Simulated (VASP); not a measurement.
Data:

```
MgSe
1.0
    0.00000     2.75183     2.75183
    2.75183     0.00000     2.75183
    2.75183     2.75183     0.00000
Mg Se
1 1
Direct
  0.00000   0.00000   0.00000
  0.50000   0.50000   0.50000
```

Method: PBE GGA, VASP's PBE PAW potentials (set 64) (plane waves; VASP). Settings: 480 eV cut-off, 8×8×8 Γ-centred mesh, Gaussian smearing of 0.050 eV, potentials Mg Se.

Energy and stress use the plane-wave basis of the starting cell.

Q: The ions, cell shape and volume at an external pressure of 2.0 GPa are relaxed. What does this cell relax into?

A: 
```
MgSe
1.0
    0.00000     2.72414     2.72414
    2.72414     0.00000     2.72414
    2.72414     2.72414     0.00000
Mg Se
1 1
Cartesian
  0.00000   0.00000   0.00000
  2.72414   2.72414   2.72414
```
Space group Fm-3m (225), at a tolerance of 0.03 Å.

Q: How do energy and volume change from the first to the last step?

A: The energy (σ→0) changes by +3.8 meV/atom and the volume by -3.0 %, in 3 ionic steps.

The compound is MgSe in the rock salt structure. This run relaxes it under an external pressure of 2 GPa. Symmetry was kept, so distortions that lower it aren't found.
